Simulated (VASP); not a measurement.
# CdS (Greenockite): excitons from the Bethe-Salpeter equation

Aim: the optical spectrum of CdS (Greenockite) with the electron-hole interaction. The cell is of the wurtzite type, one of the forms listed for this formula. The start is a cell from a database of measured crystal structures.

Main program and level: VASP 6.6.1; LDA; plane waves and PAW (Cd, S), in the first sound run; inputs show where later runs differ.

The database entry behind the starting cell differs from later determinations by our own check (about 0.35 % long), so it need not match the best structure at ambient conditions.

### 1. Set-up

The structure is hexagonal, space group P6_3mc (No. 186). Conventional cell: a = 4.150 Å, b = 4.150 Å, c = 6.737 Å, α = 90.00°, β = 90.00°, γ = 120.00°. Nearest to Cd lie 4 S at 2.53 to 2.54 Å. S has 4 Cd at 2.53 to 2.54 Å nearest. Farther neighbours and most contacts between anions are not listed.

As a file:

```cif
data_structure
_symmetry_space_group_name_H-M 'P 1'
_symmetry_Int_Tables_number 1
_cell_length_a 4.1500
_cell_length_b 4.1500
_cell_length_c 6.7370
_cell_angle_alpha 90.000
_cell_angle_beta 90.000
_cell_angle_gamma 120.000
_cell_volume 100.48
loop_
_atom_site_label
_atom_site_type_symbol
_atom_site_fract_x
_atom_site_fract_y
_atom_site_fract_z
_atom_site_occupancy
Cd1 Cd 0.66667 0.33333 0.50000 1
Cd2 Cd 0.33333 0.66667 0.00000 1
S3 S 0.66667 0.33333 0.87500 1
S4 S 0.33333 0.66667 0.37500 1
```

### 2. Relaxation

The atoms are relaxed first inside the given cell, which is kept (ISIF = 2), since band edges depend on the positions.

Contents of INCAR:

```
SYSTEM = CdS
PREC = Accurate
ENCUT = 400
EDIFF = 1E-06
NELM = 100
ISMEAR = 0
SIGMA = 0.05
LREAL = .FALSE.
ALGO = Normal
GGA = CA
NBANDS = 24
LWAVE = .FALSE.
LCHARG = .FALSE.
KPAR = 8
IBRION = 2
NSW = 60
ISIF = 2
EDIFFG = -0.01
```

Contents of POSCAR:

```
CdS
1.0
    4.1500000000      0.0000000000      0.0000000000
   -2.0750000000      3.5940054257      0.0000000000
    0.0000000000      0.0000000000      6.7370000000
Cd S
2 2
Direct
    0.6666666667      0.3333333333      0.5000000000
    0.3333333333      0.6666666667      0.0000000000
    0.6666666667      0.3333333333      0.8750000000
    0.3333333333      0.6666666667      0.3750000000
```

Contents of KPOINTS:

```
Automatic mesh
0
Gamma
6 6 3
0 0 0
```

The projector-augmented-wave data sets are Cd and S (PBE family, release 64).

Started as:

```console
$ mpirun -np 8 vasp_std
```

The program printed:

```text
[banner, memory and clock lines left out]
running    8 mpi-ranks, on    1 nodes
 distrk:  each k-point on    1 cores,    8 groups
 distr:  one band on    1 cores,    1 groups

 POSCAR found type information on POSCAR CdS
 POSCAR found :  2 types and       4 ions
|                                                                             |
|           W    W    AA    RRRRR   N    N  II  N    N   GGGG   !!!           |
|           W    W   A  A   R    R  NN   N  II  NN   N  G    G  !!!           |
|           W    W  A    A  R    R  N N  N  II  N N  N  G       !!!           |
|           W WW W  AAAAAA  RRRRR   N  N N  II  N  N N  G  GGG   !            |
|           WW  WW  A    A  R   R   N   NN  II  N   NN  G    G                |
|           W    W  A    A  R    R  N    N  II  N    N   GGGG   !!!           |
|                                                                             |
|     For optimal performance we recommend to set                             |
|       NCORE = 2 up to number-of-cores-per-socket                            |
|     NCORE specifies how many cores store one orbital (NPAR=cpu/NCORE).      |
|     This setting can greatly improve the performance of VASP for DFT.       |
|     The default, NCORE=1 might be grossly inefficient on modern             |
|     multi-core architectures or massively parallel machines. Do your        |
|     Unfortunately you need to use the default for GW and RPA                |
|     calculations (for HF NCORE is supported but not extensively tested      |
|     yet).                                                                   |
|                                                                             |

|                                                                             |
|               ----> ADVICE to this user running VASP <----                  |
|                                                                             |
|     You enforced a specific xc type in the INCAR file but a different       |
|     [... a line on the potential file left out ...]
|     I HOPE YOU KNOW WHAT YOU ARE DOING!                                     |
|                                                                             |

 LDA part: xc-table for (Slater(with rela. corr.)+CA(PZ))
 , standard interpolation
 POSCAR, INCAR and KPOINTS ok, starting setup
 FFT: planning ... GRIDC
 FFT: planning ... GRID_SOFT
 FFT: planning ... GRID
 WAVECAR not read
 entering main loop
       N       E                     dE             d eps       ncg     rms          rms(c)
DAV:   1     0.210477903144E+03    0.21048E+03   -0.15172E+04   672   0.112E+03
DAV:   2    -0.551082508673E+01   -0.21599E+03   -0.20982E+03   776   0.306E+02
DAV:   3    -0.158516617686E+02   -0.10341E+02   -0.10310E+02   792   0.703E+01
DAV:   4    -0.159482663710E+02   -0.96605E-01   -0.96576E-01   848   0.654E+00
DAV:   5    -0.159499485278E+02   -0.16822E-02   -0.16821E-02   800   0.825E-01    0.993E+00
DAV:   6    -0.148969711818E+02    0.10530E+01   -0.24605E+00   912   0.182E+01    0.789E+00
DAV:   7    -0.148810272173E+02    0.15944E-01   -0.69425E-01   776   0.472E+00    0.395E+00
DAV:   8    -0.148718268091E+02    0.92004E-02   -0.10448E-01   824   0.330E+00    0.452E-01
DAV:   9    -0.148681510855E+02    0.36757E-02   -0.21574E-02   888   0.179E+00    0.111E-01
DAV:  10    -0.148681724344E+02   -0.21349E-04   -0.11808E-03   792   0.270E-01    0.786E-02
DAV:  11    -0.148681767863E+02   -0.43520E-05   -0.77775E-05   832   0.590E-02    0.719E-02
DAV:  12    -0.148681851211E+02   -0.83348E-05   -0.37199E-05   776   0.355E-02    0.214E-02
DAV:  13    -0.148681820421E+02    0.30790E-05   -0.87611E-06   816   0.190E-02    0.951E-03
DAV:  14    -0.148681819403E+02    0.10181E-06   -0.33633E-07   472   0.475E-03
   1 F= -.14868182E+02 E0= -.14868182E+02  d E =-.148682E+02
 curvature:   0.00 expect dE= 0.000E+00 dE for cont linesearch  0.000E+00
 trial: gam= 0.00000 g(F)=  0.775E-03 g(S)=  0.000E+00 ort = 0.000E+00 (trialstep = 0.100E+01)
 search vector abs. value=  0.775E-03
 bond charge predicted
       N       E                     dE             d eps       ncg     rms          rms(c)
DAV:   1    -0.148685539225E+02   -0.37188E-03   -0.21004E-01   672   0.273E+00    0.121E-01
DAV:   2    -0.148687815019E+02   -0.22758E-03   -0.25391E-03   840   0.313E-01    0.399E-02
DAV:   3    -0.148687762004E+02    0.53014E-05   -0.22135E-05   792   0.330E-02    0.276E-02
DAV:   4    -0.148687738005E+02    0.23999E-05   -0.14368E-05   864   0.185E-02    0.533E-03
DAV:   5    -0.148687738510E+02   -0.50494E-07   -0.23648E-06   688   0.787E-03
   2 F= -.14868774E+02 E0= -.14868774E+02  d E =-.591911E-03
 trial-energy change:   -0.000592  1 .order   -0.000595   -0.000775   -0.000414
 step:   2.1476(harm=  2.1476)  dis= 0.00657  next Energy=   -14.869015 (dE=-0.833E-03)
 bond charge predicted
       N       E                     dE             d eps       ncg     rms          rms(c)
DAV:   1    -0.148687270299E+02    0.46771E-04   -0.27661E-01   672   0.313E+00    0.141E-01
DAV:   2    -0.148690263138E+02   -0.29928E-03   -0.33500E-03   840   0.359E-01    0.447E-02
DAV:   3    -0.148690194514E+02    0.68624E-05   -0.29205E-05   784   0.379E-02    0.308E-02
DAV:   4    -0.148690164132E+02    0.30382E-05   -0.18238E-05   856   0.209E-02    0.603E-03
DAV:   5    -0.148690164817E+02   -0.68503E-07   -0.30052E-06   696   0.888E-03
   3 F= -.14869016E+02 E0= -.14869016E+02  d E =-.834541E-03
 curvature:  -1.07 expect dE=-0.255E-06 dE for cont linesearch -0.255E-06
 trial: gam=-0.01721 g(F)=  0.238E-06 g(S)=  0.000E+00 ort = 0.136E-04 (trialstep = 0.123E+01)
 search vector abs. value=  0.173E-09
 reached required accuracy - stopping structural energy minimisation
```

The job ended after 16 s (8 MPI ranks of AMD EPYC 7R43, shared host; peak memory 1.3 GiB).

Lines that name or quote the potential files are left out of all logs, and their timing lines are given in words.

OUTCAR, selected parts (step 2):

```text
ion  position               nearest neighbor table
   1  0.667  0.333  0.500-   3 2.53   4 2.54   4 2.54   4 2.54
   2  0.333  0.667  0.000-   4 2.53   3 2.54   3 2.54   3 2.54
   3  0.667  0.333  0.875-   1 2.53   2 2.54   2 2.54   2 2.54
   4  0.333  0.667  0.375-   2 2.53   1 2.54   1 2.54   1 2.54

  LATTYP: Found a hexagonal cell.
 ALAT       =     4.1500000000
 C/A-ratio  =     1.6233734940

 Subroutine GETGRP returns: Found 12 space group operations
 (whereof  6 operations were pure point group operations)

The static configuration has the point symmetry C_3v.
 The point group associated with its full space group is C_6v.

 Found     14 irreducible k-points:

   k-points           NKPTS =     14   k-points in BZ     NKDIM =     14   number of bands    NBANDS=     24

   dimension x,y,z NGX =    28 NGY =   28 NGZ =   48
   dimension x,y,z NGXF=    56 NGYF=   56 NGZF=   96

   ENCUT  =  400.0 eV  29.40 Ry    5.42 a.u.   6.77  6.77 10.99*2*pi/ulx,y,z

   NELECT =      36.0000    total number of electrons

 k-points in reciprocal lattice and weights: Automatic mesh
   0.00000000  0.00000000  0.00000000       0.009
   0.16666667  0.00000000  0.00000000       0.056
   0.33333333 -0.00000000  0.00000000       0.056
   0.50000000 -0.00000000  0.00000000       0.028
   0.16666667  0.16666667  0.00000000       0.056
   0.33333333  0.16666667  0.00000000       0.111
   0.33333333  0.33333333  0.00000000       0.019
   0.00000000  0.00000000  0.33333333       0.019
   0.16666667  0.00000000  0.33333333       0.111
[...]
0.33333333  0.16666667  0.33333333       0.222
   0.33333333  0.33333333  0.33333333       0.037

 average (electrostatic) potential at core
       1 -39.3401       2 -39.3401       3 -89.3913       4 -89.3913

 E-fermi :   1.2029

 k-point     1 :       0.0000    0.0000    0.0000
  band No.  band energies     occupation
    ...
     14       0.1795      2.00000
     15       0.1795      2.00000
     16       0.9077      2.00000
     17       0.9472      2.00000
     18       0.9472      2.00000
     19       1.8811      0.00000
     20       3.4846      0.00000
     21       7.2370      0.00000
     22       7.2370      0.00000
     23       7.5771      0.00000
    ...

 k-point     2 :       0.1667    0.0000    0.0000
  band No.  band energies     occupation
    ...
     14      -0.8237      2.00000
     15      -0.3191      2.00000
     16      -0.1431      2.00000
     17       0.7028      2.00000
     18       0.7553      2.00000
     19       3.0855      0.00000
     20       4.3782      0.00000
     21       6.5026      0.00000
     22       7.5785      0.00000
     23       7.6124      0.00000
    ...

 k-point     3 :       0.3333   -0.0000    0.0000
  band No.  band energies     occupation
    ...
     14      -2.0725      2.00000
     15      -1.6421      2.00000
     16      -0.6996      2.00000
     17       0.1139      2.00000
     18       0.3709      2.00000
     19       4.1677      0.00000
     20       4.7275      0.00000
     21       6.1256      0.00000
     22       6.9577      0.00000
     23       7.8823      0.00000
    ...

  Total       -1.8446875     -1.8446875     -1.7354379      0.0000000      0.0000000      0.0000000
  in kB      -29.4130465    -29.4130465    -27.6710916      0.0000000      0.0000000      0.0000000
  external PRESSURE =     -28.8323949 kB  Pullay stress =       0.0000000 kB

  energy-cutoff  :      400.00
  volume of cell :      100.48
      direct lattice vectors                 reciprocal lattice vectors
     4.150000000  0.000000000  0.000000000     0.240963855  0.139120547  0.000000000
    -2.075000000  3.594005426  0.000000000     0.000000000  0.278241094  0.000000000
     0.000000000  0.000000000  6.737000000     0.000000000  0.000000000  0.148434021

 POSITION                                       TOTAL-FORCE (eV/Angst)
 -----------------------------------------------------------------------------------
      2.07500      1.19800      3.36193        -0.000000     -0.000000     -0.001110
     -0.00000      2.39600      6.73043         0.000000      0.000000     -0.001110
      2.07500      1.19800      5.90144        -0.000000      0.000000      0.001110
     -0.00000      2.39600      2.53294         0.000000     -0.000000      0.001110
 -----------------------------------------------------------------------------------
    total drift:                               -0.000000      0.000000     -0.000493

  FREE ENERGIE OF THE ION-ELECTRON SYSTEM (eV)
  ---------------------------------------------------
  free  energy   TOTEN  =       -14.8690164817 eV

  energy  without entropy=      -14.8690164817  energy(sigma->0) =      -14.86901648

 reached required accuracy - stopping structural energy minimisation

[... 3 further parts left out ...]
```

The PAW data sets were made with PBE, though LDA sets exist; this is a small mismatch. The run keeps the 12 symmetry operations of its start, so it cannot find a distortion of lower symmetry.

Step by step:

```csv
step,energy less that of the first step (eV),largest force (eV/Å)
1,0.0000,0.0634
2,-0.0006,0.0339
3,-0.0008,0.0011
```

Final coordinates:

```xyz
4
Lattice="4.1500 0.0000 0.0000 -2.0750 3.5940 0.0000 0.0000 0.0000 6.7370" Properties=species:S:1:pos:R:3 pbc="T T T"
Cd    2.0750    1.1980    3.3619
Cd    0.0000    2.3960   -0.0066
S     2.0750    1.1980    5.9014
S     0.0000    2.3960    2.5329
```

Numbers from this step:

```
free energy (TOTEN) : -14.87 eV
Fermi energy        : 1.203 eV
pressure            : -2.883 GPa
```

At LDA, with these data sets, the largest force is down to 0.0011 eV/Å.

[end of part 1 of 5]

[Lines on the potential files, build, host, timing and source positions are cut from VASP's logs without a mark.]

[Logs are printed without paths, hosts, clocks, repeated set-up lines and the standing remarks that a program may print on its own settings, such as how far it seeks lower states.]

[Hosts, paths, dates, database ids (printed as entryN), source tags and the programs' standing remarks are cut or masked in the printed files.]

[Pressures printed for these runs are not shown converged in the cutoff: they can be off by several GPa and have the wrong sign.]
